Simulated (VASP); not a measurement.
Output of a VASP run:

OSZICAR:
```
       N       E                     dE             d eps       ncg     rms          rms(c)
DAV:   1     0.124554132876E+03    0.12455E+03   -0.12088E+04   512   0.139E+03
DAV:   2    -0.331892811787E+02   -0.15774E+03   -0.15431E+03   696   0.258E+02
DAV:   3    -0.417502553371E+02   -0.85610E+01   -0.85532E+01   816   0.647E+01
DAV:   4    -0.419279497611E+02   -0.17769E+00   -0.17764E+00   784   0.781E+00
DAV:   5    -0.419305709115E+02   -0.26212E-02   -0.26210E-02   800   0.849E-01    0.141E+01
DAV:   6    -0.351401335563E+02    0.67904E+01   -0.23934E+00   848   0.118E+01    0.961E+00
DAV:   7    -0.343667925465E+02    0.77334E+00   -0.11359E+00   824   0.107E+01    0.115E+00
DAV:   8    -0.348466419529E+02   -0.47985E+00   -0.11673E+00   792   0.995E+00    0.220E+00
DAV:   9    -0.343964542173E+02    0.45019E+00   -0.13725E-01   648   0.492E+00    0.153E+00
DAV:  10    -0.346134704999E+02   -0.21702E+00   -0.44687E-02   640   0.249E+00    0.113E+00
DAV:  11    -0.349110172671E+02   -0.29755E+00   -0.99793E-02   512   0.352E+00    0.562E-01
DAV:  12    -0.349641418484E+02   -0.53125E-01   -0.22196E-02   528   0.189E+00    0.559E-01
DAV:  13    -0.349872674435E+02   -0.23126E-01   -0.30594E-02   512   0.202E+00    0.174E-01
DAV:  14    -0.349855512109E+02    0.17162E-02   -0.41782E-03   632   0.765E-01    0.169E-01
DAV:  15    -0.349864770910E+02   -0.92588E-03   -0.28119E-04   616   0.213E-01    0.218E-01
DAV:  16    -0.349972148507E+02   -0.10738E-01   -0.33731E-03   512   0.645E-01    0.698E-02
DAV:  17    -0.349973487699E+02   -0.13392E-03   -0.43360E-04   608   0.237E-01    0.292E-02
DAV:  18    -0.349973344544E+02    0.14315E-04   -0.13711E-04   552   0.145E-01    0.453E-02
DAV:  19    -0.349974584029E+02   -0.12395E-03   -0.10148E-04   592   0.109E-01    0.818E-03
DAV:  20    -0.349974575232E+02    0.87970E-06   -0.25558E-06   728   0.140E-02    0.875E-03
DAV:  21    -0.349974583505E+02   -0.82736E-06   -0.77354E-07   600   0.115E-02    0.422E-03
DAV:  22    -0.349974573978E+02    0.95274E-06   -0.28529E-07   568   0.688E-03    0.407E-03
DAV:  23    -0.349974575971E+02   -0.19932E-06   -0.30193E-07   552   0.562E-03    0.328E-03
DAV:  24    -0.349974576401E+02   -0.42955E-07   -0.73988E-08   416   0.314E-03
   1 F= -.34997458E+02 E0= -.34997458E+02  d E =-.502608E-13
```

**OUTCAR**
```
------------------------ aborting loop because EDIFF is reached ----------------------------------------
  FORCE on cell =-STRESS in cart. coord.  units (eV):
  Direction    XX          YY          ZZ          XY          YZ          ZX
  --------------------------------------------------------------------------------------
  Total        1.3749382      1.3749382      1.3749382      0.0000000     -0.0000000      0.0000000
  in kB       27.8079664     27.8079664     27.8079664      0.0000000     -0.0000000      0.0000000
  external PRESSURE =      27.8079664 kB  Pullay stress =       0.0000000 kB
  volume of cell :       79.22
      direct lattice vectors                 reciprocal lattice vectors
     0.000000000  3.408773795  3.408773795    -0.146680311  0.146680311  0.146680311
     3.408773795  0.000000000  3.408773795     0.146680311 -0.146680311  0.146680311
     3.408773795  3.408773795  0.000000000     0.146680311  0.146680311 -0.146680311
 POSITION                                       TOTAL-FORCE (eV/Angst)
 -----------------------------------------------------------------------------------
      0.00000      0.00000      0.00000        -0.000000     -0.000000     -0.000000
      1.70439      1.70439      1.70439        -0.000000     -0.000000     -0.000000
      5.11316      5.11316      5.11316         0.000000      0.000000      0.000000
 -----------------------------------------------------------------------------------
    total drift:                                0.000000      0.000000      0.000000
  FREE ENERGIE OF THE ION-ELECTRON SYSTEM (eV)
  ---------------------------------------------------
  free  energy   TOTEN  =       -34.9974576401 eV

  energy  without entropy=      -34.9974576401  energy(sigma->0) =      -34.99745764
```
(Selected blocks of OUTCAR.)

File POSCAR:
```
SrCl2
1
    0.0000000000     3.4087737948     3.4087737948
    3.4087737948     0.0000000000     3.4087737948
    3.4087737948     3.4087737948     0.0000000000
Sr Cl
1 2
Direct
  0.0000000000   0.0000000000   0.0000000000
  0.2500000000   0.2500000000   0.2500000000
  0.7500000000   0.7500000000   0.7500000000
```

**Question.** Reconstruct the remaining input files.

**Answer.** One answer among several that fit: the input of the run itself, r2SCAN+rVV10, plane waves, VASP's PBE PAW potentials (set 64).

### INCAR
```
! general
SYSTEM  =SrCl2
PREC    =Accurate
ENCUT   =520
LREAL   =.False.
LASPH   =.True.

! electronic loop
EDIFF   =1E-7
NELM    =100
ALGO    =Normal
LMAXMIX =4
LMIXTAU =.True.

! smearing
ISMEAR  =0
SIGMA   =0.05

! functional
METAGGA =R2SCAN
LUSE_VDW=.True.
BPARAM  =11.95
CPARAM  =0.0093

! ions
ISIF    =2

! output
LWAVE   =.False.
LCHARG  =.False.
```

### KPOINTS
```
Automatic mesh
0
Gamma
6 6 6
0 0 0
```

POTCAR, in this order: Sr_sv Cl (PBE.64 set). Program: vasp_std.

The compound is SrCl2 in the fluorite structure. This cell is one point of a volume scan, at 0.94 of the reference volume.
